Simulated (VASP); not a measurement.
VASP ran on this input.

### INCAR
```
LWAVE = .False.
LREAL = .False.
GGA = PE
LCHARG = .False.
NELM = 100   ! most electronic steps
ISPIN = 2
LMAXMIX = 4   ! l cut-off of mixed one-centre charges
ALGO = Normal   ! blocked Davidson
LASPH = .True.   ! aspherical one-centre terms
MAGMOM = 2.0 2.0 0.0 0.0 0.0
ENCUT = 300   ! plane-wave cut-off (eV)
ISMEAR = -1   ! Fermi-Dirac
ISIF = 2   ! forces and stress, cell fixed
SIGMA = 0.05   ! width (eV)
PREC = Accurate
LORBIT = 11
EDIFF = 1E-6
SYSTEM = V2S3
```

### KPOINTS
```
K-points
0
gamma
4 4 4
```

POSCAR:
```
V2S3
15.5609160
  0.1077100474   0.0621863777   0.5000000000
 -0.1077100474   0.0621863777   0.5000000000
  0.0000000000  -0.1243728197   0.5000000000
V S
2 3
Cart
 -0.0000000000  -0.0000000256   0.5985000000
  0.0000000000  -0.0000000386   0.9015000000
  0.0000000000   0.0000000000   0.0000000000
 -0.0000000000  -0.0000000134   0.3120000000
 -0.0000000000  -0.0000000509   1.1880000000
```

POTCAR, in this order: V_sv S (PBE.64 set). Program: vasp_std.

Question: Translate this PBE calculation to Ansatz.

Answer: One equivalent input (not run):
Ansatz 0.2 input:
```yaml
crystal:
  lattice:
    - [1.6760670, 0.9676770, 7.7804580]
    - [-1.6760670, 0.9676770, 7.7804580]
    - [0.0000000, -1.9353550, 7.7804580]
  atoms:
    - { symbol: V, position: [0.3990000, 0.3990000, 0.3990000], spin: 2 }
    - { symbol: V, position: [0.6010000, 0.6010000, 0.6010000], spin: 2 }
    - { symbol: S, position: [0.0000000, 0.0000000, 0.0000000] }
    - { symbol: S, position: [0.2080000, 0.2080000, 0.2080000] }
    - { symbol: S, position: [0.7920000, 0.7920000, 0.7920000] }
kpoints:
  mp_grid: { grid: [4, 4, 4] }
hamiltonian:
  xc: pbe
  pseudopotentials: { kind: paw }
magnetization: { spin_polarized: true }
scf:
  occupations: { method: fermi_dirac, width: 0.05 }
  max_iter: 100
output: { forces: true, stress: true, eigenvalues: true }
```
What does not carry over: each code has its own PAW files, so the cut-off isn't converted (ENCUT is set for VASP's; basis.ecutwfc is left out, and Ansatz then takes the one that its files recommend); Ansatz stops its SCF on the density residual and VASP on the energy change (EDIFF).

The structure was generated: V2S3 was put into an ordered model structure, which need not be its known phase. The cell was not relaxed at this level, and its volume differs by -5.9 % from the start's. The k-mesh is coarse (spacing up to 0.55 per Å, 2π included), so the numbers may not be converged in it.
